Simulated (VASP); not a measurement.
RuBr2:

```
Ru Br
1.0
     0.00000    3.16372    3.16372
     3.16372    0.00000    3.16372
     3.16372    3.16372    0.00000
Ru Br
1 2
Direct
  0.00000 0.00000 0.00000
  0.25000 0.25000 0.25000
  0.75000 0.75000 0.75000
```

The cell comes from a database or a generator and needn't be the stable form of this composition.

Base run:

```yaml
Program: VASP 6.6.1
Functional: PBEsol
Potentials_or_basis: VASP PAW PBE potentials, release 64 (Ru_pv, Br)
Cutoff: 520 eV
k_mesh: 5 × 5 × 5
Occupations: gaussian, width 0.05 eV
Spin: collinear spin, ferromagnetic start
Starting_moments: "[1.0, 0.0, 0.0] μB"
Hubbard_terms: Ru d U = 6 eV
```

Its results: pressure 7.2 GPa; site moments Ru +2.19; Br -0.13 μB.

Q: The run is repeated on the same cell with these changes: further incar settings from ALGO = Normal; EDIFF = 1e-07 to ALGO = Normal; EDIFF = 1e-06; fixed moment from none to 4 μB. What comes out?

A: Pressure 15.2 GPa; site moments Ru +3.37; Br +0.22 μB.

Caveats: the PAW data sets were made with another functional, which shifts forces and pressure a little; the moment is held away from its start (some runs); the total moment is fixed, so each spin has its own Fermi level (some runs).
